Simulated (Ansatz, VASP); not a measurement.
**SnSe (puckered SnSe bilayer, AB): VASP beside Ansatz**

One calculation is typed for both programs; each brings its own data sets. How far apart do they land? Of the first pair: The structure shown is the start of the Ansatz relaxation below; VASP solves that cell, so the two are compared at the walk's first step.

Calculated with Ansatz 0.2.0; plane waves, with VASP 6.6.1 beside it; single point at LDA.

### 1. The structure

The cell holds 8 atoms: 4 Sn and 4 Se. Its edges and angles: a = 4.400 Å, b = 4.290 Å, c = 48.187 Å, α = 90.0°, β = 90.0°, γ = 90.0°. Vacuum lies along c.

### 2. Ansatz: relaxation, LDA

Ansatz runs on its default PAW (the set named soft_2) files.

The two programs are compared at the cell with which this relaxation starts, whose forces are those of its first step.

The input, input.yaml:

```yaml
crystal:
  lattice:
    - [4.4, 0.0, 0.0]
    - [0.0, 4.29, 0.0]
    - [0.0, 0.0, 48.1871999996]
  atoms:
    - { symbol: Sn, position: [0.06, 0.0, 0.4108974998] }
    - { symbol: Se, position: [0.44, 0.5, 0.4129727397] }
    - { symbol: Se, position: [0.94, 0.0, 0.4667961616] }
    - { symbol: Sn, position: [0.56, 0.5, 0.4688714015] }
    - { symbol: Sn, position: [0.06, 0.5, 0.5311285985] }
    - { symbol: Se, position: [0.44, 0.0, 0.5332038384] }
    - { symbol: Se, position: [0.94, 0.5, 0.5870272603] }
    - { symbol: Sn, position: [0.56, 0.0, 0.5891025002] }
  periodic: [true, true, false]
kpoints:
  mp_grid: { grid: [8, 8, 1] }
hamiltonian:
  xc: lda
scf:
  occupations: { method: fermi_dirac, width: 0.05 }
  convergence: { dr2_threshold: 1.0e-09 }
relax:
  f_tol: 0.004
  max_steps: 90
  cell: {}
output:
  write_potential: true
  write_density: true
  volumetric_format: npy
```

The run is started by

```bash
$ ansatz run input.yaml --threads 8 --pin off --max-ram 12288MiB --backend cpu --events-out ev --progress --plain --runs-dir out
```

Numbers of over 12 decimals in the logs are rounded to 6 here.

The log of the run:

```text
Warning: relax.cell: scf.convergence.dr2_threshold = 1e-9 eV is looser than the 2.31559201446e-10 eV advised for a relaxation that steers and ends on the stress (1e-10 eV for each atom of the cell: 8, times the square of relax.cell.stress_2d_tol = 0.05 N/m over 18.6 Å (the atoms' height at the walk's start and 5 Å past either face), 2.690e-2 GPa, over a crystal's default 0.05). What an SCF threshold leaves in a stress goes as its square root, and in the free energy as the threshold itself, and one threshold admits the most on a small cell: [figures from the program's tests cut] Set scf.convergence.dr2_threshold to 2.31559201446e-10 eV or tighter. [rest of the remark cut]
Engine: ansatz 0.2.0, aarch64-unknown-linux-gnu
Pseudopotentials: kind: paw
Pseudopotential: Sn, paw, valence charge 14, recommended cutoff 420 eV (normal), Sn.paw.azcp
Pseudopotential: Se, paw, valence charge 16, recommended cutoff 420 eV (normal), Se.paw.azcp
Functional definition: SPW92
  exchange = slater_x
  correlation = pw_c
Crystal: 8 atoms, lattice volume = 909.582 Å³
Basis set: ecut = 420 eV, 17829 PW (Γ)
Bands: 72, of which v1, the nominal top of the filled ones, is band 60 counted from 1 (59 counted from 0)
Symmetry: 4 space group operations
Space group: Pmc21 (ITA 26), of the structure as read, at distance tolerance 9.7e-5 Å
k-points: 25 of 64 (time reversal used)
Non-local potential: Sn, projectors of the file, l = 0: 2, l = 1: 2, l = 2: 2, l = 3: 2
Non-local potential: Se, projectors of the file, l = 0: 2, l = 1: 2, l = 2: 3, l = 3: 1
PAW form: soft (Blöchl's): semilocal exchange-correlation on the pseudo side does not see the compensation charge
PAW frozen core: Sn, regenerated for the run's functional, and the local potential with it (the file was generated under x = pbe(κ = 0.804, μ = 0.219515), c = pbe(β = 0.066725))
PAW frozen core: Se, regenerated for the run's functional, and the local potential with it (the file was generated under x = pbe(κ = 0.804, μ = 0.219515), c = pbe(β = 0.066725))
PAW one-centre angular grid: Sn, 590 points (default); XC on 64 Gauss nodes
PAW one-centre angular grid: Se, 590 points (default); XC on 64 Gauss nodes
Initial density: superposition of atomic densities (neutral atoms: chi_scale 0, normalization atom), corrected by the library's trained network
Initial wavefunctions: pseudopotential atomic-orbital guess
Functional: x = slater, c = lda
SCF iter   1: F=—  HF=-45053.703949 eV  |F-HF|=—  |Δ(HF+E_count)|=         —  Δρ=2.67e-3  dr2=5.47e-2  ethr=1.77e-3  ⟨swp⟩=12.5  Hψ=9538  notcnv=0  defer=27
preconditioner: auto → Resta (q_TF=auto, 1.947 Å⁻¹)  ε∞=1.4  [insulator: Δε(μ)=1.112 eV  Ē_g=16.445 eV  σ=0.050 eV  W_gap=1.00  n_scr=108 (ndim 8)  ℏωp=11.0 eV  f_vac=0.738  D(μ)=0.00/eV (n_scr^D=0)  ε∞_Penn≈1.4  vacuum switching on, ρ_ref=2.0e-2 e/Å³]
SCF iter   2: F=—  HF=-45053.687905 eV  |F-HF|=—  |Δ(HF+E_count)|=   1.60e-2  Δρ=1.36e-3  dr2=5.80e-2  ethr=4.56e-5  ⟨swp⟩=3.8  Hψ=3812  notcnv=0  defer=110
SCF iter   3: F=—  HF=-45053.690557 eV  |F-HF|=—  |Δ(HF+E_count)|=   2.65e-3  Δρ=1.05e-3  dr2=8.98e-2  ethr=4.56e-5  ⟨swp⟩=3.0  Hψ=2336  notcnv=0  defer=110
SCF iter   4: F=—  HF=-45053.680347 eV  |F-HF|=—  |Δ(HF+E_count)|=   1.02e-2  Δρ=2.74e-4  dr2=4.31e-4  ethr=4.56e-5  ⟨swp⟩=3.0  Hψ=2272  notcnv=0  defer=110
SCF iter   5: F=—  HF=-45053.680362 eV  |F-HF|=—  |Δ(HF+E_count)|=   1.47e-5  Δρ=9.27e-5  dr2=5.45e-5  ethr=3.59e-7  ⟨swp⟩=3.1  Hψ=3195  notcnv=0  defer=110
SCF iter   6: F=—  HF=-45053.680347 eV  |F-HF|=—  |Δ(HF+E_count)|=   1.42e-5  Δρ=4.01e-5  dr2=1.02e-5  ethr=4.54e-8  ⟨swp⟩=3.0  Hψ=3322  notcnv=0  defer=110
SCF iter   7: F=—  HF=-45053.680396 eV  |F-HF|=—  |Δ(HF+E_count)|=   4.88e-5  Δρ=8.94e-6  dr2=5.89e-7  ethr=8.53e-9  ⟨swp⟩=2.6  Hψ=3097  notcnv=0  defer=110
SCF iter   8: F=—  HF=-45053.680396 eV  |F-HF|=—  |Δ(HF+E_count)|=   1.55e-8  Δρ=4.13e-6  dr2=1.48e-7  ethr=4.91e-10  ⟨swp⟩=3.0  Hψ=3811  notcnv=0  defer=110
SCF iter   9: F=—  HF=-45053.680396 eV  |F-HF|=—  |Δ(HF+E_count)|=   5.84e-8  Δρ=1.65e-6  dr2=1.50e-8  ethr=1.24e-10  ⟨swp⟩=3.0  Hψ=3524  notcnv=0  defer=110
SCF iter  10: F=-45053.680396 eV  HF=-45053.680396 eV  |F-HF|=1.68e-9  |Δ(HF+E_count)|=   7.98e-9  Δρ=2.40e-7  dr2=7.25e-10  ethr=1.00e-12  ⟨swp⟩=10.2  Hψ=13902  notcnv=0
SCF 1 converged in 10 iterations: F = -45053.680396 eV  dr2 = 7.25e-10
[...]
SCF 10 converged in 7 iterations: F = -45054.067131 eV  dr2 = 3.37e-11
relax step  10: F+E_penalty+E_count = -45054.06713124 eV  Δ(F+E_penalty+E_count) = +2.698e-3 eV  max|allowed force component| = 1.339e-3 eV/Å  Δτ_max = 0.0000 Å  P = -0.010 N/m  Ω = 847.566 Å³  fix = [c, alpha, beta]  reactions: c +0.000 N/m  stress off target by 1.29e-2 N/m on what of the cell is left free  SCF on the basis re-selected at this cell (its energy is not comparable with the rows above)  (7 SCF iters)
basis re-selected at this cell: Δ(F+E_penalty+E_count) = +2.698e-3 eV, ΔP = -0.009 N/m vs the last step (what re-selecting the basis moved, of the pressure what is left beyond the Pulay correction that the steps carried, after the strain that the cell walked since its last selection, with what the two solves' SCF thresholds leave and, on support functions, any second-order correction that the steps lacked; it is no m [...]
WARN: The output density's exchange-correlation potential varies sharply where the density is thin. Do not read a vacuum level from v_tot or v_xc, or from such a field of the output density. On a cell that repeats whose density bears no net charge and no dipole along the vacuum's axis use v_es (v_loc + v_h of the components); under efield.dipole_correction with no amplitude use v_es + v_field, which holds any externa [...]
SCF converged after 7 iterations
Free energy (F): -45054.067131 eV
Harris-Foulkes:  -45054.067131 eV  (|F-HF|=5.82e-10)
Internal energy: -45054.067020 eV  (E = F + TS)
E sigma→0 (E₀):  -45054.067076 eV
Entropy (-TS):   -0.000111 eV (-0.014 meV/atom)
Fermi energy:    -4.132328 eV
--- Per-component energies (eV) ---
  E_band       = -3509.942437
  E_kinetic    = 1226.507088
  E_local      = -636062.792258  (includes V_loc(G=0)·N_el)
  E_nonlocal   = -2470.309599
  E_hartree    = 317568.275890
  E_xc         = -1934.934375
  E_vxc        = -792.996776  (∫ρ·V_xc dr)
  E_paw        = -23275.333592  (= ΣΔE_a)
  E_vpaw       = -546.898247  (= ΣTr[D̂ρ^β])
  E_aug_tail   = -0.002437  (compensation charges beyond the density's cutoff)
  E_ewald      = 299883.953221
  E_core_change = 10.569042  (= ΣΔE_core)
  E_smearing   = -0.000111  (= −TS)
  E_closure    = 0.000000  (closes the sum)
  Σ components = -45054.067131   (vs F -45054.067131, Δ=0.00e0)
--- Forces (eV/Å), atoms counted from 1 ---
  atom   1  Sn    -0.00066364     0.00000000     0.00003525
  atom   2  Se     0.00109763     0.00000000     0.00014620
  atom   3  Se    -0.00033957    -0.00000000    -0.00133930
  atom   4  Sn    -0.00012159     0.00000000    -0.00050111
  atom   5  Sn    -0.00012159     0.00000000     0.00050111
  atom   6  Se    -0.00033957    -0.00000000     0.00133930
  atom   7  Se     0.00109763     0.00000000    -0.00014620
  atom   8  Sn    -0.00066364     0.00000000    -0.00003525
  max |Σ_I F_I| component: 5.43e-5 eV/Å
--- 2D stress c σ (N/m, compression-positive) ---
       -0.007703       0.000000       0.000000
        0.000000      -0.012929       0.000000
        0.000000       0.000000       0.000000
  P = ½ c Tr σ = -0.0103 N/m
--- Band table (eV; the first three rows and the last of 25) ---
  k-point 0: bands = [... 56 lower, -6.4391, -6.4072, -5.1092, -5.0772, -3.6565, -1.8758, -1.3878, -1.2736, ... 8 higher]
  k-point 1: bands = [... 56 lower, -6.2690, -6.1102, -5.1624, -5.0945, -3.6303, -1.8097, -1.3921, -1.3521, ... 8 higher]
  k-point 2: bands = [... 56 lower, -5.6020, -5.5610, -5.2642, -5.1066, -3.3858, -2.5711, -2.4085, -2.2249, ... 8 higher]
  k-point 24: bands = [... 56 lower, -6.4390, -6.4390, -6.3524, -6.3524, -1.6848, -1.6848, -1.4076, -1.4076, ... 8 higher]
  the weakly bound empty levels are not read free of the cell's end (no_gap_told)
--- Relaxed structure (9 steps of the walk, 8 accepted, 1 SCFs on fresh bases) ---
  F+E_penalty+E_count = -45054.06713124 eV   max|allowed force component| = 1.339e-3 eV/Å   (the final SCF, on the basis selected at the relaxed cell)
  cell:  # Å, volume = 847.5656 Å³
    - [4.209383, 0.0, 0.0]
    - [0.0, 4.178527, 0.0]
    - [0.0, 0.0, 48.1871999996]
  atoms:
    - { symbol: Sn, position: [0.014666, 0, 0.412107] }
    - { symbol: Se, position: [0.481899, 0.5, 0.415146] }
    - { symbol: Se, position: [0.982624, 0, 0.467596] }
    - { symbol: Sn, position: [0.520812, 0.5, 0.471035] }
    - { symbol: Sn, position: [0.020812, 0.5, 0.528965] }
    - { symbol: Se, position: [0.482624, 0, 0.532404] }
    - { symbol: Se, position: [0.981899, 0.5, 0.584854] }
    - { symbol: Sn, position: [0.514666, 0, 0.587893] }
```

### 3. VASP: single point, LDA, start cell, pair 1

The same cell, functional (in two slightly different forms), mesh and smearing now go to VASP, with its own data sets.

Lines of VASP's logs that name or quote its potential files are left out, and so is its time.

The input, INCAR:

```
SYSTEM = SnSe
PREC = Accurate
ENCUT = 400
EDIFF = 1E-06
NELM = 120
ISMEAR = -1
SIGMA = 0.05
LREAL = .FALSE.
ALGO = Normal
GGA = CA
NBANDS = 49
LORBIT = 11
LWAVE = .FALSE.
LCHARG = .FALSE.
ISIF = 2
LDIPOL = .TRUE.
IDIPOL = 3
DIPOL = 0.5 0.5 0.5
LVHAR = .TRUE.
LASPH = .TRUE.
GGA_COMPAT = .FALSE.
EFERMI = MIDGAP
NELMDL = -8
KPAR = 2
```

The input, POSCAR:

```
SnSe
1.0
    4.4000000000      0.0000000000      0.0000000000
    0.0000000000      4.2900000000      0.0000000000
    0.0000000000      0.0000000000     48.1872000000
Sn Se
4 4
Direct
    0.0600000000      0.0000000000      0.4108974998
    0.5600000000      0.5000000000      0.4688714015
    0.0600000000      0.5000000000      0.5311285985
    0.5600000000      0.0000000000      0.5891025002
    0.4400000000      0.5000000000      0.4129727396
    0.9400000000      0.0000000000      0.4667961616
    0.4400000000      0.0000000000      0.5332038384
    0.9400000000      0.5000000000      0.5870272604
```

The input, KPOINTS:

```
Automatic mesh
0
Gamma
8 8 1
0 0 0
```

Potentials, in the order of the species: Sn_d and Se (LDA family, release 64).

The run is started by

```bash
$ mpirun -np 2 vasp_std
```

The log of the run:

```text
[banner, memory and clock lines left out]
running    2 mpi-ranks, on    1 nodes
 distrk:  each k-point on    1 cores,    2 groups
 distr:  one band on    1 cores,    1 groups

 POSCAR found type information on POSCAR SnSe
 POSCAR found :  2 types and       8 ions
 LDA part: xc-table for (Slater(with rela. corr.)+CA(PZ))
 , standard interpolation
 POSCAR, INCAR and KPOINTS ok, starting setup
 FFT: planning ... GRIDC
 FFT: planning ... GRID_SOFT
 FFT: planning ... GRID
 WAVECAR not read
 entering main loop
       N       E                     dE             d eps       ncg     rms          rms(c)
DAV:   1     0.588963601699E+03    0.58896E+03   -0.30609E+04  3106   0.110E+03
DAV:   2     0.411356120281E+02   -0.54783E+03   -0.53548E+03  2970   0.279E+02
DAV:   3    -0.339814709513E+02   -0.75117E+02   -0.73719E+02  3085   0.123E+02
DAV:   4    -0.378257136763E+02   -0.38442E+01   -0.38139E+01  2887   0.309E+01
DAV:   5    -0.379528143965E+02   -0.12710E+00   -0.12692E+00  3108   0.544E+00
DAV:   6    -0.379577152477E+02   -0.49009E-02   -0.49003E-02  3427   0.110E+00
DAV:   7    -0.379578565819E+02   -0.14133E-03   -0.14132E-03  3732   0.167E-01
DAV:   8    -0.379578593075E+02   -0.27255E-05   -0.27254E-05  3643   0.252E-02    0.704E+00
DAV:   9    -0.371311358639E+02    0.82672E+00   -0.15113E+00  3287   0.594E+00    0.444E+00
DAV:  10    -0.370811174649E+02    0.50018E-01   -0.59654E-01  3323   0.270E+00    0.116E+00
DAV:  11    -0.370639098121E+02    0.17208E-01   -0.75685E-02  3192   0.162E+00    0.379E-01
DAV:  12    -0.370625445168E+02    0.13653E-02   -0.10346E-02  2874   0.542E-01    0.120E-01
DAV:  13    -0.370627152853E+02   -0.17077E-03   -0.60323E-04  3633   0.202E-01    0.655E-02
DAV:  14    -0.370629477053E+02   -0.23242E-03   -0.38426E-04  3402   0.160E-01    0.266E-02
[...]
DAV:  21    -0.370644547726E+02   -0.47232E-04   -0.15595E-06  1985   0.512E-03    0.112E-03
DAV:  22    -0.370644818993E+02   -0.27127E-04   -0.14911E-06  1985   0.487E-03    0.784E-04
DAV:  23    -0.370644931026E+02   -0.11203E-04   -0.16643E-07  1719   0.262E-03    0.416E-04
DAV:  24    -0.370645048897E+02   -0.11787E-04   -0.40253E-07  1717   0.132E-03    0.243E-04
DAV:  25    -0.370645104276E+02   -0.55379E-05   -0.17990E-07  1725   0.175E-03    0.188E-04
DAV:  26    -0.370645128833E+02   -0.24557E-05   -0.72513E-08  1702   0.799E-04    0.954E-05
DAV:  27    -0.370645140035E+02   -0.11202E-05   -0.28166E-08  1661   0.530E-04    0.561E-05
DAV:  28    -0.370645145689E+02   -0.56538E-06   -0.11708E-08  1556   0.363E-04
   1 F= -.37064515E+02 E0= -.37064514E+02  d E =-.153665E-05
```

OUTCAR, selected parts (step 3):

```text
ion  position               nearest neighbor table
   1  0.060  0.000  0.411-   5 2.72   5 2.72   6 2.74
   2  0.560  0.500  0.469-   6 2.72   6 2.72   5 2.74   3 3.72   3 3.72
   3  0.060  0.500  0.531-   7 2.72   7 2.72   8 2.74   2 3.72   2 3.72
   4  0.560  0.000  0.589-   8 2.72   8 2.72   7 2.74
   5  0.440  0.500  0.413-   1 2.72   1 2.72   2 2.74
   6  0.940  0.000  0.467-   2 2.72   2 2.72   1 2.74
   7  0.440  0.000  0.533-   3 2.72   3 2.72   4 2.74
   8  0.940  0.500  0.587-   4 2.72   4 2.72   3 2.74

  LATTYP: Found a simple orthorhombic cell.
 ALAT       =     4.2900000000
 B/A-ratio  =     1.0256410256
 C/A-ratio  =    11.2324475524

 Subroutine GETGRP returns: Found  4 space group operations
 (whereof  2 operations were pure point group operations)

The static configuration has the point symmetry C_1h.
 The point group associated with its full space group is C_2v.

 Found     25 irreducible k-points:

   k-points           NKPTS =     25   k-points in BZ     NKDIM =     25   number of bands    NBANDS=     49

   dimension x,y,z NGX =    30 NGY =   28 NGZ =  320
   dimension x,y,z NGXF=    60 NGYF=   56 NGZF=  640

   ENCUT  =  400.0 eV  29.40 Ry    5.42 a.u.   7.18  7.00 78.58*2*pi/ulx,y,z

   NELECT =      80.0000    total number of electrons

 k-points in reciprocal lattice and weights: Automatic mesh
   0.00000000  0.00000000  0.00000000       0.016
   0.12500000  0.00000000  0.00000000       0.031
   0.25000000  0.00000000  0.00000000       0.031
   0.37500000  0.00000000  0.00000000       0.031
   0.50000000  0.00000000  0.00000000       0.016
   0.00000000  0.12500000  0.00000000       0.031
   0.12500000  0.12500000  0.00000000       0.062
   0.25000000  0.12500000  0.00000000       0.062
   0.37500000  0.12500000  0.00000000       0.062
[...]
0.37500000  0.50000000  0.00000000       0.031
   0.50000000  0.50000000  0.00000000       0.016

 dipolmoment           0.000000      0.000000      0.000000 electrons x Angstroem

 average (electrostatic) potential at core
       1-108.8528       2-108.8822       3-108.8822       4-108.8528       5 -66.5278
       6 -66.5822       7 -66.5822       8 -66.5278

 E-fermi :  -2.0598

 k-point     1 :       0.0000    0.0000    0.0000
  band No.  band energies     occupation
    ...
     36      -4.5529      2.00000
     37      -3.9534      2.00000
     38      -3.8842      2.00000
     39      -2.9315      2.00000
     40      -2.8959      2.00000
     41      -1.1496      0.00000
     42      -0.3010      0.00000
     43      -0.0543      0.00000
     44       0.1412      0.00000
     45       0.5181      0.00000
    ...

 k-point     2 :       0.1250    0.0000    0.0000
  band No.  band energies     occupation
    ...
     36      -4.5209      2.00000
     37      -3.7761      2.00000
     38      -3.6319      2.00000
     39      -3.0048      2.00000
     40      -2.9698      2.00000
     41      -1.0696      0.00000
     42      -0.3712      0.00000
     43       0.0458      0.00000
     44       0.0821      0.00000
     45       0.4203      0.00000
    ...

 k-point     3 :       0.2500    0.0000    0.0000
  band No.  band energies     occupation
    ...
     36      -4.4715      2.00000
     37      -3.4619      2.00000
     38      -3.4392      2.00000
     39      -3.0078      2.00000
     40      -2.8786      2.00000
     41      -1.0769      0.00000
     42      -0.8571      0.00000
     43      -0.3775      0.00000
     44      -0.1521      0.00000
     45       0.3878      0.00000
    ...

  Total        0.1444711     -1.4037503     -2.4803777      0.0000000      0.0000000      0.0000000
  in kB        0.2544779     -2.4726280     -4.3690472      0.0000000      0.0000000      0.0000000
  external PRESSURE =      -2.1957324 kB  Pullay stress =       0.0000000 kB

  energy-cutoff  :      400.00
  volume of cell :      909.58
      direct lattice vectors                 reciprocal lattice vectors
     4.400000000  0.000000000  0.000000000     0.227272727  0.000000000  0.000000000
     0.000000000  4.290000000  0.000000000     0.000000000  0.233100233  0.000000000
     0.000000000  0.000000000 48.187200000     0.000000000  0.000000000  0.020752399

 POSITION                                       TOTAL-FORCE (eV/Angst)
 -----------------------------------------------------------------------------------
      0.26400      0.00000     19.80000        -0.610451      0.000000      0.107619
      2.46400      2.14500     22.59360        -0.532214      0.000000      0.176895
      0.26400      2.14500     25.59360        -0.532214      0.000000     -0.176895
      2.46400      0.00000     28.38720        -0.610451      0.000000     -0.107619
      1.93600      2.14500     19.90000         0.576508      0.000000      0.191329
      4.13600      0.00000     22.49360         0.566157      0.000000     -0.205867
      1.93600      0.00000     25.69360         0.566157      0.000000      0.205867
      4.13600      2.14500     28.28720         0.576508      0.000000     -0.191329
 -----------------------------------------------------------------------------------
    total drift:                               -0.004279      0.000000      0.000006

  FREE ENERGIE OF THE ION-ELECTRON SYSTEM (eV)
  ---------------------------------------------------
  free  energy   TOTEN  =       -37.0645145689 eV

  energy  without entropy=      -37.0645130322  energy(sigma->0) =      -37.06451380

 vacuum level on the upper side and lower side of the slab         2.347         2.347

 total charge
# of ion       s       p       d       tot
------------------------------------------
    1        1.360   0.797   9.988  12.145
    2        1.347   0.799   9.995  12.142
    3        1.347   0.799   9.995  12.142
    4        1.360   0.797   9.988  12.145
    5        1.479   2.328   0.025   3.831
    6        1.479   2.320   0.027   3.827
    7        1.479   2.320   0.027   3.827
    8        1.479   2.328   0.025   3.831
--------------------------------------------------
tot         11.331  12.488  40.071  63.891

[... 3 further parts left out ...]
```

### 4. Side by side

Known differences besides the potentials themselves: the two LDA forms differ slightly; Ansatz cuts the interaction across the vacuum, VASP repeats the sheet with a dipole correction; the data sets hold 120 valence electrons in Ansatz (on its default PAW (the set named soft_2) files) and 80 in VASP; the cutoff is 420 eV in Ansatz and 400 eV in VASP; VASP's log shows a relativistic correction to its local exchange, Ansatz's none. Total energies have different zeros and are not compared.

Forces (eV/Å; atoms numbered as in POSCAR):

```tsv
atom	Ansatz x, y, z	VASP x, y, z
Sn1	-0.590, 0.000, 0.131	-0.610, 0.000, 0.108
Sn2	-0.515, 0.000, 0.152	-0.532, 0.000, 0.177
Sn3	-0.515, 0.000, -0.152	-0.532, 0.000, -0.177
Sn4	-0.590, 0.000, -0.131	-0.610, 0.000, -0.108
Se5	0.557, 0.000, 0.205	0.577, 0.000, 0.191
Se6	0.548, 0.000, -0.221	0.566, 0.000, -0.206
Se7	0.548, 0.000, 0.221	0.566, 0.000, 0.206
Se8	0.557, 0.000, -0.205	0.577, 0.000, -0.191
```

The forces differ by 16 meV/Å r.m.s., which is 4.6 % of the r.m.s. force of 0.345 eV/Å (both taken over all components). With vacuum in the cell, a pressure given here is an average over mostly empty space and none of the material.

[end of part 1 of 2]

[Lines on the potential files, build, host, timing and source positions are cut from VASP's logs without a mark.]

[Logs are printed without paths, hosts, clocks, repeated set-up lines and the standing remarks that a program may print on its own settings, such as how far it seeks lower states.]

[Hosts, paths, dates, database ids (printed as entryN), source tags and the programs' standing remarks are cut or masked in the printed files.]
